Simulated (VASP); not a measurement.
# Cu2Mo (P4/nmm) in VASP: single point with r2SCAN

Aim: the single point of Cu2Mo with r2SCAN.

All numbers are computed with VASP 6.6.1; they aren't measurements. Logs are shortened: lines on timing, memory, paths and dates and some standing lists are left out, and cuts for length are marked.

### 1 The structure

The structure is tetragonal, space group P4/nmm (No. 129). Conventional cell: a = 3.181 Å, b = 3.181 Å, c = 8.125 Å, α = 90.00°, β = 90.00°, γ = 90.00°. Cu (site symmetry 4mm) has 9 Cu at 2.51 to 2.59 Å and 1 Mo at 2.77 Å as nearest neighbours. Cu (site symmetry 4mm) is surrounded by 5 Cu at 2.51 to 2.56 Å and 5 Mo at 2.73 to 2.85 Å. Mo (site symmetry 4mm) is surrounded by 4 Mo at 2.60 Å and 6 Cu at 2.73 to 2.85 Å.

The cell was built by a generator and needn't be a form met in nature.

### 2 Single point, r2SCAN

INCAR reads:

```
SYSTEM = Cu2Mo
ALGO = Normal ; EDIFF = 1E-6
ENCUT = 520 ; ISIF = 2
ISMEAR = 0 ; KPAR = 4
LASPH = .TRUE. ; LCHARG = .FALSE.
LMIXTAU = .TRUE. ; LREAL = .FALSE.
LWAVE = .FALSE. ; METAGGA = R2SCAN
NBANDS = 45 ; NELM = 150
PREC = Accurate ; SIGMA = 0.1
```

KPOINTS reads:

```
k-points
0
G
  10 10 4
  0 0 0
```

POSCAR reads:

```
Cu2Mo
1.0
    3.1814600000      0.0000000000      0.0000000000
    0.0000000000      3.1814600000      0.0000000000
    0.0000000000      0.0000000000      8.1253600000
Cu Mo
4 2
Direct
    0.0000000000      0.5000000000      0.5794610000
    0.5000000000      0.0000000000      0.4205390000
    0.0000000000      0.5000000000      0.2703720000
    0.5000000000      0.0000000000      0.7296280000
    0.0000000000      0.5000000000      0.9199480000
    0.5000000000      0.0000000000      0.0800520000
```

Potentials or basis: VASP PAW PBE potentials, release 64 (Cu, Mo_sv).

Command:

```console
> cat potpaw_PBE.64/Cu/POTCAR potpaw_PBE.64/Mo_sv/POTCAR > POTCAR
> mpirun -np 4 vasp_std > vasp.out
```

OUTCAR:

```text
SYSTEM = Cu2Mo
   EDIFF = 1E-6
   ENCUT = 520
   ISIF = 2
   ISMEAR = 0
   LASPH = .TRUE.
   LREAL = .FALSE.
   METAGGA = R2SCAN
   NELM = 150
   PREC = Accurate

 ion  position               nearest neighbor table
   1  0.000  0.500  0.579-   3 2.51   4 2.56   4 2.56   4 2.56   4 2.56   2 2.59   2 2.59   2 2.59
                             2 2.59   5 2.77
   2  0.500  0.000  0.421-   4 2.51   3 2.56   3 2.56   3 2.56   3 2.56   1 2.59   1 2.59   1 2.59
                             1 2.59   6 2.77
   3  0.000  0.500  0.270-   1 2.51   2 2.56   2 2.56   2 2.56   2 2.56   6 2.73   6 2.73   6 2.73
                             6 2.73   5 2.85
   4  0.500  0.000  0.730-   2 2.51   1 2.56   1 2.56   1 2.56   1 2.56   5 2.73   5 2.73   5 2.73
                             5 2.73   6 2.85
   5  0.000  0.500  0.920-   6 2.60   6 2.60   6 2.60   6 2.60   4 2.73   4 2.73   4 2.73   4 2.73
                             1 2.77   3 2.85
   6  0.500  0.000  0.080-   5 2.60   5 2.60   5 2.60   5 2.60   3 2.73   3 2.73   3 2.73   3 2.73
                             2 2.77   4 2.85

  LATTYP: Found a simple tetragonal cell.
 ALAT       =     3.1814600000
 C/A-ratio  =     2.5539720757

  Lattice vectors:

 A1 = (   3.1814600000,   0.0000000000,   0.0000000000)
 A2 = (   0.0000000000,   3.1814600000,   0.0000000000)
 A3 = (   0.0000000000,   0.0000000000,   8.1253600000)

Analysis of symmetry for initial positions (statically):
=====================================================================
 Subroutine PRICEL returns:
 Original cell was already a primitive cell.

 Routine SETGRP: Setting up the symmetry group for a
 simple tetragonal supercell.

 Subroutine GETGRP returns: Found 16 space group operations
 (whereof  8 operations were pure point group operations)
 out of a pool of 16 trial point group operations.

The static configuration has the point symmetry D_2d.
 The point group associated with its full space group is D_4h.

Analysis of symmetry for dynamics (positions and initial velocities):
=====================================================================
 Subroutine PRICEL returns:
 Original cell was already a primitive cell.

 Routine SETGRP: Setting up the symmetry group for a
 simple tetragonal supercell.

 Subroutine GETGRP returns: Found 16 space group operations
 (whereof  8 operations were pure point group operations)
 out of a pool of 16 trial point group operations.

The dynamic configuration has the point symmetry D_2d.
 The point group associated with its full space group is D_4h.

 Subroutine INISYM returns: Found 16 space group operations
 (whereof  8 operations are pure point group operations),
 and found     1 'primitive' translations

----------------------------------------------------------------------------------------

                                     Primitive cell

  volume of cell :      82.2424

  direct lattice vectors                    reciprocal lattice vectors
     3.181460000  0.000000000  0.000000000     0.314321098  0.000000000  0.000000000
     0.000000000  3.181460000  0.000000000     0.000000000  0.314321098  0.000000000
     0.000000000  0.000000000  8.125360000     0.000000000  0.000000000  0.123071470

  length of vectors
     3.181460000  3.181460000  8.125360000     0.314321098  0.314321098  0.123071470

  position of ions in fractional coordinates (direct lattice)
     0.000000000  0.500000000  0.579461000
     0.500000000  0.000000000  0.420539000
     0.000000000  0.500000000  0.270372000
     0.500000000  0.000000000  0.729628000
     0.000000000  0.500000000  0.919948000
     0.500000000  0.000000000  0.080052000

  ion indices of the primitive-cell ions
   primitive index   ion index
                 1           1
                 2           2
                 3           3
                 4           4
                 5           5
                 6           6

----------------------------------------------------------------------------------------

 KPOINTS: k-points

Automatic generation of k-mesh.
 Grid dimensions read from file:
 generate k-points for:   10   10    4

 Generating k-lattice:

  Cartesian coordinates                     Fractional coordinates (reciprocal lattice)
     0.031432110  0.000000000  0.000000000     0.100000000  0.000000000  0.000000000
     0.000000000  0.031432110  0.000000000     0.000000000  0.100000000  0.000000000
     0.000000000  0.000000000  0.030767868     0.000000000  0.000000000  0.250000000

  Length of vectors
     0.031432110  0.031432110  0.030767868

  Shift w.r.t. Gamma in fractional coordinates (k-lattice)
     0.000000000  0.000000000  0.000000000

 Subroutine IBZKPT returns following result:
 ===========================================

 Found     63 irreducible k-points:

 Following reciprocal coordinates:
            Coordinates               Weight
  0.000000  0.000000  0.000000      1.000000
  0.100000  0.000000  0.000000      4.000000
  0.200000  0.000000  0.000000      4.000000
  0.300000  0.000000  0.000000      4.000000
  0.400000  0.000000  0.000000      4.000000
  0.500000  0.000000  0.000000      2.000000
[... 16 lines left out ...]
  0.100000  0.000000  0.250000      8.000000
  0.200000  0.000000  0.250000      8.000000
 [... further k-points ...]
   k-points           NKPTS =     63   k-points in BZ     NKDIM =     63   number of bands    NBANDS=     45
   number of dos      NEDOS =    301   number of ions     NIONS =      6
   total plane-waves  NPLWV =  34560
   dimension x,y,z NGX =    24 NGY =   24 NGZ =   60
   dimension x,y,z NGXF=    48 NGYF=   48 NGZF=  120
   ions per type =               4   2
   NGX,Y,Z   is equivalent  to a cutoff of  12.54, 12.54, 12.28 a.u.
   NGXF,Y,Z  is equivalent  to a cutoff of  25.08, 25.08, 24.55 a.u.
 SYSTEM =  Cu2Mo
   PREC   = accura    normal or accurate (medium, high low for compatibility)
   ISTART =      0    job   : 0-new  1-cont  2-samecut
   ICHARG =      2    charge: 1-file 2-atom 10-const
   ISPIN  =      1    spin polarized calculation?
   LNONCOLLINEAR =      F non collinear calculations
   LSORBIT =      F    spin-orbit coupling
   LASPH  =      T    aspherical Exc in radial PAW
   ENCUT  =  520.0 eV  38.22 Ry    6.18 a.u.   5.92  5.92 15.11*2*pi/ulx,y,z
   NELM   =    150;   NELMIN=  2; NELMDL= -5     # of ELM steps
   EDIFF  = 0.1E-05   stopping-criterion for ELM
   LREAL  =      F    real-space projection
   EDIFFG = 0.1E-04   stopping-criterion for IOM
   NSW    =      0    number of steps for IOM
   IBRION =     -1    ionic relax: 0-MD 1-quasi-New 2-CG
   NFREE  =      0    steps in history (QN), initial steepest desc. (CG)
   ISIF   =      2    stress and relaxation
   ISYM   =      2    0-nonsym 1-usesym 2-fastsym
   POTIM  = 0.5000    time-step for ionic-motion
   TEBEG  =    0.0;   TEEND  =   0.0 temperature during run
   PSTRESS=    0.0 pullay stress
   NELECT =      72.0000    total number of electrons
   NUPDOWN=      -1.0000    fix difference up-down
   EMIN   =  10.00;   EMAX   =-10.00  energy-range for DOS
   EFERMI =   0.00;   METHOD = LEGACY
   ISMEAR =     0;   SIGMA  =   0.10  broadening in eV -4-tet -1-fermi 0-gaus
   EFERMI_NEDOS =   21; number of points for ismear=-14 and -15
   IALGO  =     38    algorithm
   IMIX   =      4    mixing-type and parameters
     AMIX     =   0.40;   BMIX     =  1.00
     AMIX_MAG =   1.60;   BMIX_MAG =  1.00
  volume/ion in A,a.u.               =      13.71        92.50
  Fermi-wavevector in a.u.,A,eV,Ry     =   1.566104  2.959507 33.370743  2.452680
  Thomas-Fermi vector in A             =   2.668481
   LORBIT       =      0    0 simple, 1 ext, 2 COOP (PROOUT), +10 PAW based schemes
   METAGGA = R2SCAN    functional components
   LHFCALC =     F    Hartree Fock is set to
   AEXX    =    0.0000 exact exchange contribution
   IVDW    =     0    specifies the selected vdW correction
   LEPSILON=     F    determine dielectric tensor
   LRPA    =     F    only Hartree local field effects (RPA)
 non-spin polarized calculation
 Gauss-broadening in eV      SIGMA  =   0.10
  energy-cutoff  :      520.00
  volume of cell :       82.24
 maximum number of plane-waves:      2272
 NGX is ok and might be reduce to    24
   NGX = 11   NGY = 11   NGZ = 31

 number of electron      72.0000134 magnetization

 Free energy of the ion-electron system (eV)
  ---------------------------------------------------
  ext. energy  EPLUGINS =         0.00000000
  ---------------------------------------------------
  free energy    TOTEN  =       -94.07085341 eV

  energy without entropy =      -94.05367942  energy(sigma->0) =      -94.06226641

 E-fermi :   8.6862     XC(G=0): -13.7593

 val. band max:        8.6672892223   @ k =   0.3000   0.3000   0.0000
 cond. band min:       8.6981762089   @ k =   0.3000   0.3000   0.2500
 fundamental gap:      0.0308869865
 Fermi energy:         8.6862170893

 k-point     1 :       0.0000    0.0000    0.0000
  band No.  band energies     occupation
      1     -54.0498      2.00000
      2     -53.6239      2.00000
      3     -27.5489      2.00000
      4     -27.5489      2.00000
      5     -27.5256      2.00000
      6     -27.0486      2.00000
[... 37 lines left out ...]
     44      15.1329      0.00000
     45      15.1329      0.00000

 k-point     2 :       0.1000    0.0000    0.0000
  band No.  band energies     occupation
      1     -54.0377      2.00000
      2     -53.6325      2.00000
      3     -27.5991      2.00000
      4     -27.5417      2.00000
      5     -27.5254      2.00000
      6     -27.0078      2.00000
[... 37 lines left out ...]
     44      14.6410      0.00000
     45      15.6159      0.00000

 k-point     3 :       0.2000    0.0000    0.0000
  band No.  band energies     occupation
      1     -54.0030      2.00000
      2     -53.6580      2.00000
      3     -27.7011      2.00000
      4     -27.5911      2.00000
      5     -27.4574      2.00000
      6     -26.9272      2.00000
[... 997 lines left out ...]
     44      15.9007      0.00000
     45      16.4024      0.00000

 k-point    24 :       0.2000    0.0000    0.2500
  band No.  band energies     occupation
      1     -54.0030      2.00000
      2     -53.6580      2.00000
      3     -27.7011      2.00000
      4     -27.5911      2.00000
      5     -27.4574      2.00000
      6     -26.9272      2.00000
[... 37 lines left out ...]
     44      15.0927      0.00000
     45      16.7436      0.00000

 [... further k-points ...]
[... 5 lines left out ...]
  --------------------------------------------------------------------------------------
  -------------------------------------------------------------------------------------
  Total       -2.2464046     -2.2464046     -2.2634548      0.0000000      0.0000000     -0.0000000
  in kB      -43.7625893    -43.7625893    -44.0947471      0.0000000      0.0000000     -0.0000000
  external PRESSURE =     -43.8733086 kB  Pullay stress =       0.0000000 kB

 VOLUME and BASIS-vectors are now :
 -----------------------------------------------------------------------------
  energy-cutoff  :      520.00
  volume of cell :       82.24
      direct lattice vectors                 reciprocal lattice vectors
     3.181460000  0.000000000  0.000000000     0.314321098  0.000000000  0.000000000
     0.000000000  3.181460000  0.000000000     0.000000000  0.314321098  0.000000000
     0.000000000  0.000000000  8.125360000     0.000000000  0.000000000  0.123071470

 POSITION                                       TOTAL-FORCE (eV/Angst)
 -----------------------------------------------------------------------------------
      0.00000      1.59073      4.70833         0.000000      0.000000     -0.045407
      1.59073      0.00000      3.41703        -0.000000      0.000000      0.045407
      0.00000      1.59073      2.19687         0.000000     -0.000000      0.083991
      1.59073      0.00000      5.92849        -0.000000      0.000000     -0.083991
      0.00000      1.59073      7.47491         0.000000      0.000000     -0.062211
      1.59073      0.00000      0.65045         0.000000      0.000000      0.062211
 -----------------------------------------------------------------------------------
    total drift:                                0.000000      0.000000      0.000000

  FREE ENERGIE OF THE ION-ELECTRON SYSTEM (eV)
  ---------------------------------------------------
  free  energy   TOTEN  =       -94.0708534077 eV

  energy  without entropy=      -94.0536794162  energy(sigma->0) =      -94.06226641
```

It took 2.6 min on 4 MPI ranks of Intel Xeon Platinum 8488C (Sapphire Rapids), shared host; peak memory 0.31 GiB.

Results:

```yaml
Free_energy: -94.0709 eV
Pressure: -4.4 GPa
Largest_force: 0.084 eV/Å
Band_gap_on_the_k_mesh: none (metal or under the smearing width)
```

Forces on the atoms (eV/Å):
```
Cu   0.000  0.000 -0.045
Cu   0.000  0.000  0.045
Cu   0.000  0.000  0.084
Cu   0.000  0.000 -0.084
Mo   0.000  0.000 -0.062
Mo   0.000  0.000  0.062
```

Caveat: the PAW data sets were made with another functional, which shifts forces and pressure a little.
